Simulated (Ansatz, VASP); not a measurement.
# Cross-check of Sn2SeO (alpha-NaFeO2 type (invented)) between VASP and Ansatz, part 2 of 2

One calculation is typed for both programs; each brings its own data sets. How far apart do they land? The cell is generated by rule, not measured, and may not be a known phase. The cell is taken from a series of runs on this material, whose earlier steps may have relaxed, scaled, displaced or heated it; both programs get it as it stands.

VASP 6.6.1 and Ansatz 0.2.0.

So far: Set-up; Ansatz: relaxation of cell and atoms, PBEsol.

**3. VASP: relaxation of cell and atoms, PBEsol**

Level of this step: PBEsol; plane waves and PAW (O, Se, Sn_d); invented cell (VASP).

The same cell, functional, mesh and smearing now go to VASP, with its own data sets.

Lines of VASP's logs that name or quote its potential files are left out, and so is its time.

INCAR reads:

```
SYSTEM = Sn2SeO
PREC = Accurate
ENCUT = 600
EDIFF = 1E-07
NELM = 120
ISMEAR = 0
SIGMA = 0.1
LREAL = .FALSE.
ALGO = Normal
GGA = PS
NBANDS = 26
LORBIT = 11
LWAVE = .FALSE.
LCHARG = .FALSE.
ISIF = 3
IBRION = 2
NSW = 80
EDIFFG = -0.005
LASPH = .TRUE.
GGA_COMPAT = .FALSE.
NELMIN = 4
KPAR = 2
```

POSCAR reads:

```
Sn2SeO
1.0
    1.9456670000      1.1233310000      6.2412970000
   -1.9456670000      1.1233310000      6.2412970000
    0.0000000000     -2.2466630000      6.2412970000
O Se Sn
1 1 2
Direct
    0.0000000000      0.0000000000      0.0000000000
    0.5000001009      0.5000001009      0.4999998783
    0.2665987930      0.2665987930      0.2665986743
    0.7334014088      0.7334014088      0.7334010823
```

KPOINTS reads:

```
Automatic mesh
0
Gamma
12 12 12
0 0 0
```

The projector-augmented-wave data sets are O, Se and Sn_d (PBE family, release 64).

On the command line:

```
$ mpirun -np 2 vasp_std
```

Numbers of over 12 decimals in the logs are rounded to 6 here.

The program printed:

```text
[banner, memory and clock lines left out]
running    2 mpi-ranks, on    1 nodes
 distrk:  each k-point on    1 cores,    2 groups
 distr:  one band on    1 cores,    1 groups

 POSCAR found type information on POSCAR O SeSn
 POSCAR found :  3 types and       4 ions
|                                                                             |
|               ----> ADVICE to this user running VASP <----                  |
|                                                                             |
|     You enforced a specific xc type in the INCAR file but a different       |
|     [... a line on the potential file left out ...]
|     I HOPE YOU KNOW WHAT YOU ARE DOING!                                     |
|                                                                             |

 LDA part: xc-table for (Slater+PW92), standard interpolation
 POSCAR, INCAR and KPOINTS ok, starting setup
 FFT: planning ... GRIDC
 FFT: planning ... GRID_SOFT
 FFT: planning ... GRID
 WAVECAR not read
 entering main loop
       N       E                     dE             d eps       ncg     rms          rms(c)
DAV:   1     0.378545576953E+03    0.37855E+03   -0.21476E+04  9938   0.237E+03
DAV:   2     0.332173774846E+02   -0.34533E+03   -0.33793E+03  9972   0.538E+02
DAV:   3    -0.192760458664E+02   -0.52493E+02   -0.51166E+02 12156   0.174E+02
DAV:   4    -0.219133561775E+02   -0.26373E+01   -0.26186E+01 11156   0.396E+01
DAV:   5    -0.219774390580E+02   -0.64083E-01   -0.63969E-01 12898   0.656E+00    0.866E+00
DAV:   6    -0.205128960925E+02    0.14645E+01   -0.14807E+01 15564   0.373E+01    0.690E+00
DAV:   7    -0.199836473004E+02    0.52925E+00   -0.51167E+00 11446   0.100E+01    0.235E+00
DAV:   8    -0.199835439892E+02    0.10331E-03   -0.56031E-01 10192   0.380E+00    0.960E-01
DAV:   9    -0.199764561749E+02    0.70878E-02   -0.52715E-02 17816   0.133E+00    0.358E-01
DAV:  10    -0.199758420148E+02    0.61416E-03   -0.13912E-02 12592   0.744E-01    0.939E-02
DAV:  11    -0.199758991632E+02   -0.57148E-04   -0.77808E-04 11180   0.170E-01    0.247E-02
DAV:  12    -0.199759105130E+02   -0.11350E-04   -0.52218E-05 11740   0.510E-02    0.661E-03
DAV:  13    -0.199759103536E+02    0.15941E-06   -0.84699E-06 12650   0.212E-02    0.343E-03
DAV:  14    -0.199759101583E+02    0.19529E-06   -0.81674E-07 10080   0.503E-03    0.882E-04
DAV:  15    -0.199759101003E+02    0.58006E-07   -0.70478E-08  5572   0.207E-03
   1 F= -.19975910E+02 E0= -.19975096E+02  d E =-.199759E+02
 curvature:   0.00 expect dE= 0.000E+00 dE for cont linesearch  0.000E+00
 trial: gam= 0.00000 g(F)=  0.145E-06 g(S)=  0.305E-04 ort = 0.000E+00 (trialstep = 0.100E+01)
 search vector abs. value=  0.306E-04
 bond charge predicted
       N       E                     dE             d eps       ncg     rms          rms(c)
DAV:   1    -0.199763256381E+02   -0.41548E-03   -0.90637E-03 12308   0.126E+00    0.126E-01
DAV:   2    -0.199760201394E+02    0.30550E-03   -0.14459E-03 11774   0.348E-01    0.555E-02
DAV:   3    -0.199759477612E+02    0.72378E-04   -0.44795E-04 14652   0.173E-01    0.313E-02
DAV:   4    -0.199759220591E+02    0.25702E-04   -0.95348E-05 13256   0.104E-01    0.637E-03
DAV:   5    -0.199759199607E+02    0.20984E-05   -0.10089E-05 10726   0.212E-02    0.373E-03
DAV:   6    -0.199759189769E+02    0.98379E-06   -0.11242E-06 10414   0.763E-03    0.126E-03
DAV:   7    -0.199759188160E+02    0.16095E-06   -0.13275E-07  5966   0.313E-03    0.514E-04
DAV:   8    -0.199759187225E+02    0.93510E-07   -0.50368E-08  5074   0.313E-03
   2 F= -.19975919E+02 E0= -.19975104E+02  d E =-.862217E-05
 trial-energy change:   -0.000009  1 .order   -0.000011   -0.000031    0.000010
 step:   0.7026(harm=  0.7621)  dis= 0.00004  next Energy=   -19.975920 (dE=-0.101E-04)
 reached required accuracy - stopping structural energy minimisation
```

From OUTCAR (step 3):

```text
ion  position               nearest neighbor table
   1  0.000  0.000  0.000-   3 2.57   3 2.57   4 2.57   3 2.57   4 2.57   4 2.57
   2  0.500  0.500  0.500-   3 2.92   3 2.92   4 2.92   4 2.92   3 2.92   4 2.92
   3  0.267  0.267  0.267-   1 2.57   1 2.57   1 2.57   2 2.92   2 2.92   2 2.92   4 3.36   4 3.36
                             4 3.36
   4  0.733  0.733  0.733-   1 2.57   1 2.57   1 2.57   2 2.92   2 2.92   2 2.92   3 3.36   3 3.36
                             3 3.36

  LATTYP: Found a trigonal (rhomboedric) cell.
 ALAT       =     6.6333461279
 COS(alpha) =     0.8279313692

 Subroutine GETGRP returns: Found 12 space group operations
 (whereof 12 operations were pure point group operations)

The static configuration has the point symmetry D_3d.

 Found    189 irreducible k-points:

   k-points           NKPTS =    189   k-points in BZ     NKDIM =    189   number of bands    NBANDS=     26

   dimension x,y,z NGX =    54 NGY =   54 NGZ =   54
   dimension x,y,z NGXF=   108 NGYF=  108 NGZF=  108

   ENCUT  =  600.0 eV  44.10 Ry    6.64 a.u.  13.25 13.25 13.25*2*pi/ulx,y,z

   NELECT =      40.0000    total number of electrons

 k-points in reciprocal lattice and weights: Automatic mesh
   0.00000000  0.00000000  0.00000000       0.001
   0.08333333  0.00000000  0.00000000       0.003
   0.16666667  0.00000000 -0.00000000       0.003
   0.25000000 -0.00000000 -0.00000000       0.003
   0.33333333  0.00000000  0.00000000       0.003
   0.41666667  0.00000000 -0.00000000       0.003
   0.50000000 -0.00000000 -0.00000000       0.002
   0.08333333  0.08333333  0.00000000       0.003
   0.16666667  0.08333333 -0.00000000       0.007
[...]
-0.41666667  0.50000000  0.41666667       0.003
   0.50000000  0.50000000  0.50000000       0.001

 average (electrostatic) potential at core
       1 -68.4497       2 -51.3865       3 -99.9415       4 -99.9415

 E-fermi :   7.1216

 k-point     1 :       0.0000    0.0000    0.0000
  band No.  band energies     occupation
    ...
     16       3.4906      2.00000
     17       4.2850      2.00000
     18       5.4145      2.00000
     19       5.4145      2.00000
     20       7.1124      1.10374
     21       8.1691      0.00000
     22       9.1668      0.00000
     23       9.1668      0.00000
     24      12.9241      0.00000
     25      12.9241      0.00000
    ...

 k-point     2 :       0.0833    0.0000    0.0000
  band No.  band energies     occupation
    ...
     15       3.4386      2.00000
     16       3.5639      2.00000
     17       4.2827      2.00000
     18       4.8677      2.00000
     19       5.3124      2.00000
     20       7.3871      0.00017
     21       7.6984      0.00000
     22       9.3051      0.00000
     23       9.9970      0.00000
     24      12.1893      0.00000
    ...

 k-point     3 :       0.1667    0.0000   -0.0000
  band No.  band energies     occupation
    ...
     16       3.3010      2.00000
     17       4.1198      2.00000
     18       4.7395      2.00000
     19       5.0658      2.00000
     20       6.4775      2.00000
     21       8.5279      0.00000
     22       9.6210      0.00000
     23      10.7588      0.00000
     24      10.9388      0.00000
     25      11.9034      0.00000
    ...

  Total       -0.0124142     -0.0124142     -0.0042580      0.0000000      0.0000000      0.0000000
  in kB       -0.2427599     -0.2427599     -0.0832659      0.0000000      0.0000000      0.0000000
  external PRESSURE =      -0.1895952 kB  Pullay stress =       0.0000000 kB

  energy-cutoff  :      600.00
  volume of cell :       81.93
      direct lattice vectors                 reciprocal lattice vectors
     1.946271143  1.123679802  6.243904822     0.256901512  0.148322162  0.053385404
    -1.946271143  1.123679802  6.243904822    -0.256901512  0.148322162  0.053385404
     0.000000000 -2.247360604  6.243904822     0.000000000 -0.296644323  0.053385380

 POSITION                                       TOTAL-FORCE (eV/Angst)
 -----------------------------------------------------------------------------------
      0.00000     -0.00000     18.73171        -0.000000      0.000000      0.000000
      0.00000     -0.00000      9.36586        -0.000000      0.000000      0.000000
      0.00000     -0.00000      4.99391        -0.000000      0.000000     -0.000569
      0.00000     -0.00000     13.73780         0.000000     -0.000000      0.000569
 -----------------------------------------------------------------------------------
    total drift:                               -0.000000     -0.000694     -0.000643

  FREE ENERGIE OF THE ION-ELECTRON SYSTEM (eV)
  ---------------------------------------------------
  free  energy   TOTEN  =       -19.9759187225 eV

  energy  without entropy=      -19.9742891879  energy(sigma->0) =      -19.97510396

 reached required accuracy - stopping structural energy minimisation

 total charge
# of ion       s       p       d       tot
------------------------------------------
    1        1.596   3.242   0.000   4.838
    2        1.477   2.313   0.034   3.824
    3        1.376   0.668  10.013  12.056
    4        1.376   0.668  10.013  12.056
--------------------------------------------------
tot          5.825   6.890  20.060  32.775

[... 3 further parts left out ...]
```

CONTCAR:

```
Sn2SeO
   1.00000000000000
     1.9462711429438311    1.1236798018178509    6.2439048218519817
    -1.9462711429438311    1.1236798018178509    6.2439048218519817
     0.0000000000000000   -2.2473606043640415    6.2439048219271847
  O               Se              Sn
     1     1     2
Direct
     1.0000000000000000    1.0000000000000000    1.0000000000000000
     0.5000001009000030    0.5000001009000030    0.4999998783000024
     0.2666019491633169    0.2666019491633169    0.2666018304633160
     0.7333982526366820    0.7333982526366820    0.7333979261366816
```

**4. Comparison**

Known differences besides the potentials themselves: the data sets hold 50 valence electrons in Ansatz (on its default PAW (the set named soft_2) files) and 40 in VASP; the cutoff is 420 eV in Ansatz and 600 eV in VASP; Ansatz makes its cores anew for this functional, VASP keeps those of its PBE data sets; Ansatz adds a Pulay correction to the stress that steers its cell, VASP none. Total energies have different zeros and are not compared.

Compared:

```tsv
quantity	Ansatz	VASP	difference
volume (Å³)	81.85	81.93	-0.10 %
edge a after relaxation, in the typed setting (Å)	6.633	6.636	-0.04 %
```

**5. Outcome**

| Property | Result |
| --- | --- |
| difference in volume (relaxation of cell and atoms, PBEsol) | -0.10 % |

What this shows: The difference in volume is -0.10 % (relaxation of cell and atoms, PBEsol), within the 1.2 % picked in this series as the mark of a large difference, as far as the stopping tolerances let one tell. The data sets hold unlike numbers of valence electrons (50 in Ansatz and 40 in VASP), so part of the differences comes from the potentials. 1 further run of this series is not shown here. Such differences can come from data sets, numerical settings and the points named under the comparisons, not from the functional's error against experiment.

[Lines on the potential files, build, host, timing and source positions are cut from VASP's logs without a mark.]

[Logs are printed without paths, hosts, clocks, repeated set-up lines and the standing remarks that a program may print on its own settings, such as how far it seeks lower states.]

[Hosts, paths, dates, database ids (printed as entryN), source tags and the programs' standing remarks are cut or masked in the printed files.]
